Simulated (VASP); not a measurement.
Data:

```
CELL_PARAMETERS angstrom
      0.00000     2.71550     2.71550
      2.71550     0.00000     2.71550
      2.71550     2.71550     0.00000
ATOMIC_POSITIONS crystal
  Si 0.00000 0.00000 0.00000
  Si 0.25000 0.25000 0.25000
```

Method: PBE GGA, VASP's PBE PAW potentials (set 64) (plane waves; VASP 6.6.1). Numerical set-up: 200 eV cut-off, 8×8×8 Γ-centred mesh, Gaussian smearing of 0.050 eV, potentials Si.

At this cut-off the stress carries a Pulay error, which pulls relaxed volumes low.

Question: Give the stress tensor in GPa (positive for a compressed cell).

Answer: 
```
1.80  0.00  0.00
0.00  1.80  0.00
0.00  0.00  1.80
```
The pressure is its mean diagonal, 1.80 GPa.

The compound is Si in the diamond structure. The cell was not relaxed at this level. The run is one of a series of settings (ENCUT = 200 against the base run), some of them coarse on purpose.
